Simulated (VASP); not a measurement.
The input files of a VASP run:

**KPOINTS**
```
Automatic mesh
0
Gamma
7 7 7
0 0 0
```

### INCAR
```
# general
SYSTEM  = NiSi2
PREC    = Accurate
ENCUT   = 520
LREAL   = .FALSE.
LASPH   = .TRUE.

# electronic loop
EDIFF   = 1E-6
NELM    = 100
ALGO    = Normal
LMAXMIX = 4

# smearing
ISMEAR  = 1
SIGMA   = 0.1

# functional
GGA     = PE

# ions
ISIF    = 2

# output
LWAVE   = .FALSE.
LCHARG  = .FALSE.
```

**POSCAR**
```
NiSi2
1.0
  0.0000000000   2.7050000000   2.7050000000
  2.7050000000   0.0000000000   2.7050000000
  2.7050000000   2.7050000000   0.0000000000
Si Ni
2 1
Cartesian
  1.3525000000   1.3525000000   1.3525000000
  4.0575000000   4.0575000000   4.0575000000
  0.0000000000   0.0000000000   0.0000000000
```

POTCAR, in this order: Si Ni (PBE.64 set). Program: vasp_std.

Question: Translate this PBE calculation to Ansatz.

Answer: One equivalent input (not run):
Ansatz 0.2 input:
```yaml
crystal:
  lattice:
    - [0.0000000, 2.7050000, 2.7050000]
    - [2.7050000, 0.0000000, 2.7050000]
    - [2.7050000, 2.7050000, 0.0000000]
  atoms:
    - { symbol: Si, position: [0.2500000, 0.2500000, 0.2500000] }
    - { symbol: Si, position: [0.7500000, 0.7500000, 0.7500000] }
    - { symbol: Ni, position: [0.0000000, 0.0000000, 0.0000000] }
kpoints:
  mp_grid: { grid: [7, 7, 7] }
hamiltonian:
  xc: pbe
  pseudopotentials: { kind: paw }
scf:
  occupations: { method: methfessel_paxton, width: 0.1 }
  max_iter: 100
output: { forces: true, stress: true, eigenvalues: true }
```
The two are equivalent in intent, not identical: each code has its own PAW files, so the cut-off isn't converted (ENCUT is set for VASP's; basis.ecutwfc is left out, and Ansatz then takes the one that its files recommend); Ansatz stops its SCF on the density residual and VASP on the energy change (EDIFF).

The compound is NiSi2 in the fluorite structure. The cell was not relaxed at this level.
